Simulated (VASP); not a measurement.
TiBrF3:

```xyz
5
Lattice="4.2848 0.0000 0.0000 0.0000 4.2848 0.0000 0.0000 0.0000 4.2853" Properties=species:S:1:pos:R:3 pbc="T T T"
Ti    0.0000    0.0000    2.0855
Br    2.1424    2.1424    4.2513
F     2.1424    0.0000    2.0840
F     0.0000    0.0000    4.2280
F     0.0000    2.1424    2.0840
```

The cell was built by a generator and needn't be a form met in nature.

* Program: VASP 6.6.1
* Task: relaxation of cell and atoms
* Functional: PBE
* Potentials or basis: VASP PAW PBE potentials, release 64 (Ti_sv, Br, F)
* Cutoff: 520 eV
* k mesh: 3 × 3 × 3
* Occupations: gaussian, width 0.15 eV
* Spin: no spin polarisation

At the start: pressure -10.6 GPa; volume 15.74 Å³/atom.

Problem. How do energy, volume and symmetry change on relaxing?

Solution. Over 3 steps the energy falls by 78.8 meV/atom and the volume is 13.66 Å³/atom (-13.2 %); space group Pm-3m (No. 221, to 0.05 Å).

Step by step:
| step | energy change (eV) | largest force (eV/Å) | pressure (GPa) | volume (Å³) |
| --- | --- | --- | --- | --- |
| 1 | 0.0000 | 0.0675 | -10.60 | 78.68 |
| 2 | -0.3899 | 0.0786 | 1.53 | 67.40 |
| 3 | -0.3938 | 0.0786 | -0.25 | 68.32 |

Final structure:
```cif
data_structure
_symmetry_space_group_name_H-M 'P 1'
_symmetry_Int_Tables_number 1
_cell_length_a 4.0878
_cell_length_b 4.0878
_cell_length_c 4.0885
_cell_angle_alpha 90.000
_cell_angle_beta 90.000
_cell_angle_gamma 90.000
_cell_volume 68.32
loop_
_atom_site_label
_atom_site_type_symbol
_atom_site_fract_x
_atom_site_fract_y
_atom_site_fract_z
_atom_site_occupancy
Ti1 Ti 0.00000 0.00000 0.48656 1
Br1 Br 0.50000 0.50000 0.99137 1
F1 F 0.50000 0.00000 0.48689 1
F2 F 0.00000 0.00000 0.98625 1
F3 F 0.00000 0.50000 0.48689 1
```

Caveat: the k mesh is coarse (spacing up to 0.49 Å⁻¹), so the values aren't converged; the relaxation stopped at a loose force limit of 0.08 eV/Å, so its end isn't a converged minimum.
